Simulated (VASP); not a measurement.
Output of a VASP run:

### OUTCAR
```
 ion  position               nearest neighbor table
   1  0.028  0.028  0.979-   8 2.36   5 2.57   5 2.57   5 2.57
   2  0.974  0.974  0.269-   6 2.41   6 2.41   6 2.41   5 2.65
   3  0.992  0.992  0.506-   6 2.38   7 2.41   7 2.41   7 2.41
   4  0.009  0.009  0.743-   7 2.37   8 2.41   8 2.41   8 2.41
   5  0.244  0.244  0.067-   1 2.57   1 2.57   1 2.57   2 2.65
   6  0.234  0.234  0.325-   3 2.38   2 2.41   2 2.41   2 2.41
   7  0.251  0.251  0.562-   4 2.37   3 2.41   3 2.41   3 2.41
   8  0.268  0.268  0.799-   1 2.36   4 2.41   4 2.41   4 2.41
  LATTYP: Found a trigonal (rhomboedric) cell.
 ALAT       =    13.2929342539
 COS(alpha) =     0.9552667533
 Subroutine PRICEL returns:
 Original cell was already a primitive cell.
 Subroutine GETGRP returns: Found  6 space group operations
The static configuration has the point symmetry C_3v.
The dynamic configuration has the point symmetry C_3v.
 Subroutine INISYM returns: Found  6 space group operations
 Subroutine IBZKPT returns following result:
 Found     50 irreducible k-points:

 Following reciprocal coordinates:
            Coordinates               Weight
  0.000000  0.000000  0.000000      1.000000
  0.111111  0.000000  0.000000      4.000000
  0.222222  0.000000 -0.000000      4.000000
  0.333333  0.000000 -0.000000      4.000000
  0.444444  0.000000 -0.000000      4.000000
  0.111111  0.111111  0.000000      2.000000
  0.222222  0.111111 -0.000000      4.000000
  0.333333  0.111111  0.000000      4.000000
  0.444444  0.111111 -0.000000      4.000000
 -0.444444  0.111111  0.000000      4.000000
 -0.333333  0.111111 -0.000000      4.000000
 -0.222222  0.111111  0.000000      4.000000
 -0.111111  0.111111  0.000000      2.000000
  0.222222  0.222222  0.000000      2.000000
  0.333333  0.222222 -0.000000      4.000000
  0.444444  0.222222  0.000000      4.000000
 -0.444444  0.222222  0.000000      4.000000
 -0.333333  0.222222 -0.000000      4.000000
 -0.222222  0.222222  0.000000      2.000000
  0.333333  0.333333  0.000000      2.000000
  0.444444  0.333333  0.000000      4.000000
 -0.444444  0.333333 -0.000000      4.000000
 -0.333333  0.333333  0.000000      2.000000
  0.444444  0.444444  0.000000      2.000000
 -0.444444  0.444444  0.000000      2.000000
  0.000000  0.000000  0.500000      1.000000
  0.111111  0.000000  0.500000      4.000000
  0.222222  0.000000  0.500000      4.000000
  0.333333  0.000000  0.500000      4.000000
  0.444444  0.000000  0.500000      4.000000
  0.111111  0.111111  0.500000      2.000000
  0.222222  0.111111  0.500000      4.000000
  0.333333  0.111111  0.500000      4.000000
  0.444444  0.111111  0.500000      4.000000
 -0.444444  0.111111  0.500000      4.000000
 -0.333333  0.111111  0.500000      4.000000
 -0.222222  0.111111  0.500000      4.000000
 -0.111111  0.111111  0.500000      2.000000
  0.222222  0.222222  0.500000      2.000000
  0.333333  0.222222  0.500000      4.000000
   k-points           NKPTS =     50   k-points in BZ     NKDIM =     50   number of bands    NBANDS=     21
   number of dos      NEDOS =    301   number of ions     NIONS =      8
   total plane-waves  NPLWV =  84672
   dimension x,y,z NGX =    28 NGY =   28 NGZ =  108
   dimension x,y,z NGXF=    56 NGYF=   56 NGZF=  216
   ions per type =               4   1   3
   PREC   = accura    normal or accurate (medium, high low for compatibility)
   ISTART =      0    job   : 0-new  1-cont  2-samecut
   ICHARG =      2    charge: 1-file 2-atom 10-const
   ISPIN  =      1    spin polarized calculation?
   LNONCOLLINEAR =      F non collinear calculations
   LSORBIT =      F    spin-orbit coupling
   INIWAV =      1    electr: 0-lowe 1-rand  2-diag
   ENCUT  =  400.0 eV  29.40 Ry    5.42 a.u.   6.48  6.48 26.08*2*pi/ulx,y,z
   NELM   =    100;   NELMIN=  2; NELMDL= -5     # of ELM steps
   EDIFF  = 0.1E-05   stopping-criterion for ELM
   LREAL  =      F    real-space projection
...
```

File OSZICAR:
```
...
DAV:  10    -0.413527724423E+02   -0.29373E-04   -0.30344E-04  2630   0.998E-02    0.101E-01
DAV:  11    -0.413528675958E+02   -0.95154E-04   -0.18335E-04  2613   0.780E-02    0.306E-02
DAV:  12    -0.413528644417E+02    0.31542E-05   -0.17812E-05  2574   0.274E-02    0.214E-02
DAV:  13    -0.413528674592E+02   -0.30175E-05   -0.22768E-05  2725   0.246E-02    0.605E-03
DAV:  14    -0.413528670331E+02    0.42606E-06   -0.33480E-06  2097   0.114E-02
   1 F= -.41352867E+02 E0= -.41352483E+02  d E =-.413529E+02
       N       E                     dE             d eps       ncg     rms          rms(c)
DAV:   1    -0.413533538379E+02   -0.48638E-03   -0.60246E-03  2345   0.423E-01    0.579E-02
DAV:   2    -0.413533213219E+02    0.32516E-04   -0.42074E-04  2573   0.109E-01    0.278E-02
DAV:   3    -0.413533046411E+02    0.16681E-04   -0.28157E-05  2590   0.277E-02    0.138E-02
DAV:   4    -0.413532998077E+02    0.48334E-05   -0.99295E-06  2565   0.150E-02    0.534E-03
DAV:   5    -0.413532991588E+02    0.64894E-06   -0.74603E-07  1490   0.525E-03
   2 F= -.41353299E+02 E0= -.41352932E+02  d E =-.432126E-03
       N       E                     dE             d eps       ncg     rms          rms(c)
DAV:   1    -0.413534060323E+02   -0.10622E-03   -0.28166E-03  2325   0.289E-01    0.388E-02
DAV:   2    -0.413533913883E+02    0.14644E-04   -0.19541E-04  2568   0.740E-02    0.180E-02
DAV:   3    -0.413533835253E+02    0.78629E-05   -0.12951E-05  2585   0.188E-02    0.905E-03
DAV:   4    -0.413533810725E+02    0.24528E-05   -0.45613E-06  2466   0.102E-02    0.382E-03
DAV:   5    -0.413533806685E+02    0.40403E-06   -0.35384E-07  1420   0.361E-03
   3 F= -.41353381E+02 E0= -.41353039E+02  d E =-.513635E-03
       N       E                     dE             d eps       ncg     rms          rms(c)
DAV:   1    -0.413535539137E+02   -0.17284E-03   -0.49723E-03  2330   0.358E-01    0.478E-02
DAV:   2    -0.413535253767E+02    0.28537E-04   -0.32186E-04  2545   0.102E-01    0.228E-02
DAV:   3    -0.413535074482E+02    0.17929E-04   -0.31178E-05  2569   0.310E-02    0.121E-02
DAV:   4    -0.413535032161E+02    0.42321E-05   -0.14803E-05  2588   0.194E-02    0.491E-03
DAV:   5    -0.413535033504E+02   -0.13432E-06   -0.14031E-06  1480   0.702E-03
   4 F= -.41353503E+02 E0= -.41353179E+02  d E =-.122682E-03
       N       E                     dE             d eps       ncg     rms          rms(c)
DAV:   1    -0.413535109522E+02   -0.77361E-05   -0.30989E-04  2385   0.895E-02    0.123E-02
DAV:   2    -0.413535093822E+02    0.15700E-05   -0.19964E-05  2540   0.253E-02    0.529E-03
DAV:   3    -0.413535083382E+02    0.10440E-05   -0.17520E-06  1680   0.785E-03    0.274E-03
DAV:   4    -0.413535082524E+02    0.85822E-07   -0.14253E-06  1400   0.623E-03
   5 F= -.41353508E+02 E0= -.41353189E+02  d E =-.127584E-03
       N       E                     dE             d eps       ncg     rms          rms(c)
DAV:   1    -0.413535470901E+02   -0.38752E-04   -0.31023E-03  2105   0.272E-01    0.298E-02
DAV:   2    -0.413535571591E+02   -0.10069E-04   -0.22605E-04  2575   0.843E-02    0.133E-02
DAV:   3    -0.413535550734E+02    0.20857E-05   -0.70251E-06  2551   0.166E-02    0.823E-03
DAV:   4    -0.413535540587E+02    0.10148E-05   -0.25288E-06  2071   0.816E-03    0.319E-03
DAV:   5    -0.413535538632E+02    0.19542E-06   -0.40551E-07  1355   0.387E-03
   6 F= -.41353554E+02 E0= -.41353241E+02  d E =-.456108E-04
```

### OUTCAR
```
------------------------ aborting loop because EDIFF is reached ----------------------------------------
  FORCE on cell =-STRESS in cart. coord.  units (eV):
  Direction    XX          YY          ZZ          XY          YZ          ZX
  --------------------------------------------------------------------------------------
  Total       -0.0011266     -0.0011266     -0.0011266      0.0024755     -0.0024755     -0.0024755
  in kB       -0.0100548     -0.0100548     -0.0100548      0.0220938     -0.0220938     -0.0220938
  external PRESSURE =      -0.0100548 kB  Pullay stress =       0.0000000 kB
  volume of cell :      179.52
      direct lattice vectors                 reciprocal lattice vectors
     0.000000000  2.814675925  2.814675925    -0.177269608  0.178011080  0.177269608
     2.814675925  0.000000000  2.814675925     0.178011080 -0.177269608  0.177269608
    11.305993732 11.305993732 -0.047290030     0.044132034  0.044132034 -0.044132034
 POSITION                                       TOTAL-FORCE (eV/Angst)
 -----------------------------------------------------------------------------------
     11.15363     11.15363      0.10507         0.000122      0.000122     -0.000122
      5.78343      5.78343      5.47527        -0.001992     -0.001992      0.001992
      8.51335      8.51335      5.56003        -0.008055     -0.008055      0.008055
      8.42941      8.42941      0.01461         0.004360      0.004360     -0.004360
      1.43873      1.43873      1.37594         0.000908      0.000908     -0.000908
      4.32746      4.32746      1.30189        -0.002192     -0.002192      0.002192
      7.05934      7.05934      1.38469         0.006217      0.006217     -0.006217
      9.78914      9.78914      1.46956         0.000631      0.000631     -0.000631
 -----------------------------------------------------------------------------------
    total drift:                               -0.000297     -0.000297      0.000293
  FREE ENERGIE OF THE ION-ELECTRON SYSTEM (eV)
  ---------------------------------------------------
  free  energy   TOTEN  =       -41.3535538632 eV

  energy  without entropy=      -41.3526141867  energy(sigma->0) =      -41.35324064

 reached required accuracy - stopping structural energy minimisation
```
(Selected blocks of OUTCAR.)

### POSCAR
```
Al4P3Sb
1
    0.0000000000     2.8114869163     2.8114869163
    2.8114869163    -0.0000000000     2.8114869163
   11.3080244595    11.3080244595    -0.0620767944
Al Sb P
4 1 3
Direct
  0.0277428291   0.0277428291   0.9791928782
  0.9742488537   0.9742488537   0.2693133597
  0.9920322839   0.9920322839   0.5059757871
  0.0091008489   0.0091008489   0.7431743633
  0.2443695760   0.2443695760   0.0667228180
  0.2339680125   0.2339680125   0.3245239907
  0.2505467249   0.2505467249   0.5620899564
  0.2679908709   0.2679908709   0.7990068468
```

Write an INCAR and KPOINTS that could have produced this output.

One answer among several that fit: the input of the run itself, PBEsol GGA, plane waves, VASP's PBE PAW potentials (set 64).

**KPOINTS**
```
K-points
0
Gamma
9 9 2
```

INCAR:
```
# general
SYSTEM  = Al4P3Sb
PREC    = Accurate
ENCUT   = 400
LREAL   = .FALSE.
LASPH   = .TRUE.

# electronic loop
EDIFF   = 1E-6
NELM    = 100
ALGO    = Normal
LMAXMIX = 4

# smearing
ISMEAR  = 1
SIGMA   = 0.1

# functional
GGA     = PS

# ions
IBRION  = 2
NSW     = 60
ISIF    = 3
EDIFFG  = -0.02

# output
LWAVE   = .FALSE.
LCHARG  = .FALSE.
```

POTCAR, in this order: Al Sb P (PBE.64 set). Program: vasp_std.

The structure was generated: Al4P3Sb was put into an ordered model structure (R3m), which need not be its known phase. This run relaxes it. Symmetry was kept, so distortions that lower it aren't found. The start is the result of an earlier pass.
